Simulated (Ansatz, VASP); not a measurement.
# Cross-check of Ge (liquid Ge at 2600 K) between VASP and Ansatz, part 2 of 2

Wanted: the spread between two codes on one cell, functional and k mesh. The cell is taken from a series of runs on this material, whose earlier steps may have relaxed, scaled, displaced or heated it; both programs get it as it stands.

VASP 6.6.1 and Ansatz 0.2.0.

So far: Starting point; Ansatz: single point, PBE.

### Step 3. VASP: single point, PBE

Level of this step: PBE; plane waves and PAW (Ge_d) (VASP).

The same cell, functional, mesh and smearing now go to VASP, with its own data sets.

Lines of VASP's logs that name or quote its potential files are left out, and so is its time.

File INCAR:

```
SYSTEM = Ge
PREC = Accurate
ENCUT = 500
EDIFF = 1E-06
NELM = 120
ISMEAR = -1
SIGMA = 0.025
LREAL = Auto
ALGO = Normal
GGA = PE
NBANDS = 536
LORBIT = 11
LWAVE = .FALSE.
LCHARG = .FALSE.
ISIF = 2
LASPH = .TRUE.
GGA_COMPAT = .FALSE.
NCORE = 2
```

File POSCAR:

```
Ge
1.0
   11.4729000000      0.0000000000      0.0000000000
    0.0000000000     11.4729000000      0.0000000000
    0.0000000000      0.0000000000     11.4729000000
Ge
66
Direct
    0.9363600000      0.2067800000      0.6172700000
    0.8227700000      0.0638900000      0.7110800000
    0.3038200000      0.6323300000      0.6479700000
    0.8445600000      0.4726600000      0.1726000000
    0.5851800000      0.5943100000      0.6049800000
    0.3456100000      0.8982300000      0.2139600000
    0.7213400000      0.1224000000      0.1415500000
    0.6042000000      0.1211000000      0.6487700000
    0.4905700000      0.1425700000      0.8487500000
    0.2038200000      0.0767600000      0.5381200000
    0.1256100000      0.8997600000      0.3403200000
    0.6785300000      0.4850500000      0.4003100000
    0.9394500000      0.8482400000      0.2289100000
    0.6393300000      0.9070100000      0.6801300000
    0.5882800000      0.3444100000      0.2845400000
    0.1525300000      0.4697200000      0.4423900000
    0.8001800000      0.6587900000      0.2249300000
    0.4245200000      0.4931500000      0.4247800000
    0.5744000000      0.5582400000      0.0834500000
    0.3546900000      0.7868500000      0.8193200000
    0.3151000000      0.2312300000      0.9853400000
    0.8617400000      0.0449600000      0.9423000000
    0.1153500000      0.7664900000      0.6888300000
    0.7954800000      0.7342100000      0.6304700000
    0.7267600000      0.7579900000      0.8641400000
    0.3287100000      0.2090500000      0.6629700000
    0.5463700000      0.9118500000      0.0775700000
    0.8394900000      0.8834300000      0.4468100000
    0.0250200000      0.5110600000      0.8159600000
    0.7205000000      0.3784500000      0.8363900000
    0.5320600000      0.9037800000      0.8468000000
    0.3656000000      0.5415700000      0.0683300000
    0.2890600000      0.4440500000      0.2506700000
    0.1050900000      0.1078500000      0.2086600000
    0.9646600000      0.7410200000      0.8292000000
    0.2490900000      0.9360200000      0.6886900000
    0.4752200000      0.3297400000      0.5711300000
    0.5170900000      0.1221600000      0.3313800000
    0.0964500000      0.2966500000      0.7699500000
    0.5222000000      0.4038800000      0.7684200000
    0.5899200000      0.9137800000      0.4715600000
    0.6548000000      0.7415900000      0.0519100000
    0.3436000000      0.4304000000      0.8826800000
    0.1878400000      0.1046400000      0.8338800000
    0.4368000000      0.7321800000      0.4785400000
    0.9831900000      0.0434900000      0.4785000000
    0.6833300000      0.7118200000      0.4247900000
    0.9376000000      0.2020900000      0.3281000000
    0.9490500000      0.4100900000      0.3358200000
    0.6411800000      0.2536300000      0.4856700000
    0.8292200000      0.3927400000      0.5207400000
    0.0109900000      0.4047100000      0.0404800000
    0.2404700000      0.4467600000      0.6678300000
    0.1650000000      0.3022500000      0.1268300000
    0.5232600000      0.6474800000      0.7983800000
    0.9148100000      0.2566700000      0.9005200000
    0.7129200000      0.3572000000      0.0846900000
    0.7463000000      0.0760300000      0.3702200000
    0.2048400000      0.7014400000      0.4372500000
    0.0617500000      0.0178400000      0.9989000000
    0.0956800000      0.8227800000      0.0334200000
    0.3013100000      0.7491200000      0.0429800000
    0.4919800000      0.1379000000      0.1302100000
    0.8393700000      0.5169100000      0.7223000000
    0.2918600000      0.0742200000      0.3484200000
    0.7852500000      0.9219200000      0.0981400000
```

File KPOINTS:

```
Automatic mesh
0
Gamma
1 1 1
0 0 0
```

The projector-augmented-wave data sets are Ge_d (PBE family, release 64).

Launch:

```
> mpirun -np 8 vasp_gam
```

Numbers of over 12 decimals in the logs are rounded to 6 here.

Output:

```text
[banner, memory and clock lines left out]
running    8 mpi-ranks, on    1 nodes
[...]
LDA part: xc-table for (Slater+PW92), standard interpolation
 POSCAR, INCAR and KPOINTS ok, starting setup
[...]
entering main loop
       N       E                     dE             d eps       ncg     rms          rms(c)
DAV:   1     0.191779293325E+05    0.19178E+05   -0.36512E+05  1096   0.538E+03
DAV:   2     0.462964716606E+04   -0.14548E+05   -0.13962E+05  1072   0.124E+03
DAV:   3     0.699296318578E+03   -0.39304E+04   -0.37912E+04  1072   0.334E+02
DAV:   4    -0.164152090696E+03   -0.86345E+03   -0.79418E+03  1200   0.145E+02
[...]
DAV:  17    -0.264592871862E+03   -0.25112E-04   -0.22528E-04  1584   0.689E-02    0.478E-03
DAV:  18    -0.264592881351E+03   -0.94894E-05   -0.94451E-05  1120   0.395E-02    0.397E-03
DAV:  19    -0.264592880921E+03    0.43045E-06   -0.65443E-06   936   0.343E-02
   1 F= -.26459288E+03 E0= -.26454592E+03  d E =-.939238E-01
```

OUTCAR, selected parts (step 3):

```text
  Total       41.9327862     53.9899057     33.0445544      8.2026956     -2.0416185     -1.3410678
  in kB       44.4881840     57.2800683     35.0583003      8.7025706     -2.1660354     -1.4227929
  external PRESSURE =      45.6088509 kB  Pullay stress =       0.0000000 kB

 POSITION                                       TOTAL-FORCE (eV/Angst)
 -----------------------------------------------------------------------------------
     10.74276      2.37237      7.08188         0.820348      1.675000     -0.237670
      9.43956      0.73300      8.15815        -1.065687     -1.344318      1.403881
      3.48570      7.25466      7.43410         0.344987      2.696892     -0.238806
      9.68955      5.42278      1.98022         1.774387      0.378989     -0.361180
      6.71371      6.81846      6.94088         0.206826     -0.900869     -0.805570
      3.96515     10.30530      2.45474         0.311423     -0.336582     -0.068462
      8.27586      1.40428      1.62399        -0.093469      0.952265      0.155950
      6.93193      1.38937      7.44327        -0.023295     -0.299704      0.227809
      5.62826      1.63569      9.73762        -0.497018      0.067803     -0.271234
      2.33841      0.88066      6.17380        -0.445045      0.023237     -0.044882
      1.44111     10.32286      3.90446        -0.017904     -0.340160      0.020718
      7.78471      5.56493      4.59272         0.121366      1.537368      0.418283
     10.77822      9.73177      2.62626         0.282030     -1.035726     -0.046826
      7.33497     10.40604      7.80306         2.001486     -0.358025     -1.023080
[...]
-----------------------------------------------------------------------------------
    total drift:                                0.001856      0.000555     -0.002576

  FREE ENERGIE OF THE ION-ELECTRON SYSTEM (eV)
  ---------------------------------------------------
  free  energy   TOTEN  =      -264.5928809207 eV

  energy  without entropy=     -264.4989571315  energy(sigma->0) =     -264.54591903

[... 2 further parts left out ...]
```

The run ends at a pressure of 4.56 GPa, with forces up to 3.2 eV/Å.

### Step 4. Side by side

Known differences besides the potentials themselves: the cutoff is 420 eV in Ansatz and 500 eV in VASP (PREC = Accurate, projectors in real space). Total energies have different zeros and are not compared.

The two programs side by side:

| quantity | Ansatz | VASP | difference |
| --- | --- | --- | --- |
| pressure (GPa) | 4.64 | 4.56 | +0.08 |

Forces on 9 of the 66 atoms, those with the largest forces and the largest differences (eV/Å; atoms numbered as in POSCAR):

| atom | Ansatz x, y, z | VASP x, y, z |
| --- | --- | --- |
| Ge3 | 0.347, 2.704, -0.239 | 0.345, 2.697, -0.239 |
| Ge14 | 2.008, -0.358, -1.029 | 2.001, -0.358, -1.023 |
| Ge17 | -0.466, 2.438, 0.556 | -0.461, 2.431, 0.554 |
| Ge25 | 0.484, -0.095, -1.162 | 0.486, -0.098, -1.153 |
| Ge42 | 0.692, -1.006, 1.355 | 0.689, -1.014, 1.351 |
| Ge50 | 2.068, -0.689, -0.809 | 2.067, -0.690, -0.803 |
| Ge53 | -1.318, -2.850, 0.732 | -1.319, -2.845, 0.730 |
| Ge57 | -2.319, -1.098, -1.762 | -2.314, -1.094, -1.761 |
| Ge63 | -0.506, -0.048, -2.300 | -0.509, -0.046, -2.299 |

The forces differ by 2.7 meV/Å r.m.s., which is 0.3 % of the r.m.s. force of 0.863 eV/Å (both taken over all components).

### Step 5. Outcome

```
r.m.s. force difference (single point, PBE) : 0.31 % of the r.m.s. force
```

**Reading.** The r.m.s. force difference is 0.31 % of the r.m.s. force (single point, PBE), within the 3 % picked in this series as the mark of a large difference. Such differences can come from data sets, numerical settings and the points named under the comparisons, not from the functional's error against experiment.

[Lines on the potential files, build, host, timing and source positions are cut from VASP's logs without a mark.]

[Logs are printed without paths, hosts, clocks, repeated set-up lines and the standing remarks that a program may print on its own settings, such as how far it seeks lower states.]

[Hosts, paths, dates, database ids (printed as entryN), source tags and the programs' standing remarks are cut or masked in the printed files.]
